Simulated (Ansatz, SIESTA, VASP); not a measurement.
## HfNi (P1, 4 atoms in the cell) computed with different codes at matched settings

Self-consistent single point.

```
HfNi
1.0
    1.60093    -4.91694     0.00000
    1.60093     4.91694     0.00000
    0.00000     0.00000     4.03489
Hf Ni
2 2
Direct
  0.85959   0.13978   0.74521
  0.14608   0.86198   0.24918
  0.57669   0.40886   0.75596
  0.41764   0.58938   0.24965
```

Shared settings, as Ansatz (a program for electronic structure) writes them: kpoints.mp_grid.grid = 6 6 5; magnetization.spin_orbit = true; scf.occupations.method = fermi_dirac; scf.occupations.width = 0.1 eV. Potentials and cutoffs stand in the table.

```csv
code,model,pressure (GPa),largest force (eV/Å),cutoff
Ansatz,"PBEsol with spin-orbit coupling, PAW files made with PBE",-2.25,0.305,default
SIESTA,"GGA PBEsol with spin-orbit coupling, numerical atomic orbitals DZP, PseudoDojo PBEsol fully relativistic norm-conserving potentials (rewritten from UPF to PSML)",–,0.256,grid 400 Ry
VASP,"PBEsol, spin-orbit coupling, VASP's PBE PAW potentials (set 64)",-3.27,0.298,300 eV
```

Size of the force on each atom (eV/Å): Sizes of forces hide their directions.

```csv
code,Hf1,Hf2,Ni3,Ni4
Ansatz,0.172,0.283,0.305,0.269
SIESTA,0.148,0.208,0.256,0.172
VASP,0.183,0.298,0.287,0.243
```

A dash marks a value that a program does not give, or that is left out as unsure.

The spread over the programs that give each value: pressure within 1.02 GPa; largest force within 0.049 eV/Å.

SIESTA uses small atom-centred bases, whose incompleteness enters pressures, forces and empty levels differently from a plane-wave cutoff. Ansatz's pressure is given at a fixed set of plane waves, as the other plane-wave codes print theirs; with its correction for the finite basis it is -2.16 GPa. In the force vectors, SIESTA (by 0.089) lies more than 0.08 eV/Å from the median of the plane-wave programs.

VASP's run is marked for a possible Pulay error in its stress at this cutoff; no cutoff test was made.

The starting cell comes from a database of computed structures (which also holds hypothetical and non-ambient phases and stackings), without a prior relaxation at this level. Its atoms were displaced at random from the sites of space group no. 63.

Keys are those of Ansatz 0.2.
